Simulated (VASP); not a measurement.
SrMg6Fe:

```xyz
8
Lattice="5.0111 0.0000 0.0000 0.0000 3.1959 6.1134 0.0000 -3.1959 6.1134" Properties=species:S:1:pos:R:3 pbc="T T T"
Sr    2.5055    0.0000    8.4443
Fe    0.0000    0.0000   10.5810
Mg    2.5055    0.0000    1.9428
Mg    2.5055   -1.6649    5.1663
Mg    2.5055    1.6649    5.1663
Mg    0.0000    0.0000    3.9349
Mg    0.0000   -1.6624    6.8358
Mg    0.0000    1.6624    6.8358
```

The cell comes from a database or a generator and needn't be the stable form of this composition.

- Program: VASP 6.6.1
- Task: single point
- Functional: PBE
- Potentials or basis: VASP PAW PBE potentials, release 64 (Sr_sv, Fe, Mg)
- Cutoff: 520 eV
- k mesh: 6 × 5 × 5
- Occupations: fermi-dirac, width 0.05 eV
- Spin: collinear spin, ferromagnetic start
- Starting moments: [0.0, 3.0, 0.0, 0.0, 0.0, 0.0, 0.0, 0.0] μB

On this cell: pressure 0.0 GPa; largest force 0.102 eV/Å; net moment 2.69 μB per cell; site moments Sr -0.00; Fe +2.76; Mg +0.01, -0.01 μB; band gap on the k mesh none (metal or under the smearing width).

The same run follows on a disturbed copy (atoms moved at random, drawn with an rms of 0.05 Å):

```
Sr Fe Mg
1.0
     5.01110    0.00000    0.00000
     0.00000    3.19590    6.11339
     0.00000   -3.19590    6.11339
Sr Fe Mg
1 1 6
Direct
  0.50387 0.69723 0.68626
  0.99996 0.86086 0.86194
  0.50040 0.15490 0.16158
  0.50799 0.16309 0.68252
  0.50004 0.68568 0.16684
  0.99588 0.32055 0.32146
  0.00001 0.29119 0.82513
  0.98448 0.80256 0.30755
```

Question: What does the disturbed cell give?

Answer: The energy (extrapolated to zero smearing) moves by +4.7 meV/atom; pressure 0.0 GPa; largest force 0.390 eV/Å; net moment 2.68 μB per cell; site moments Sr -0.01; Fe +2.77; Mg +0.01, -0.01 μB; band gap on the k mesh none (metal or under the smearing width).

Forces in eV/Å, atoms in the order of the input:
```
Sr  -0.158 -0.351  0.034
Fe   0.026 -0.023  0.184
Mg  -0.080  0.174 -0.087
Mg  -0.123  0.098  0.083
Mg  -0.185 -0.007 -0.155
Mg   0.078 -0.025 -0.102
Mg   0.100 -0.055  0.019
Mg   0.341  0.188  0.025
```

Stress tensor (GPa, compression positive):
```
 0.03  0.07  0.03
 0.07  0.01 -0.14
 0.03 -0.14  0.09
```
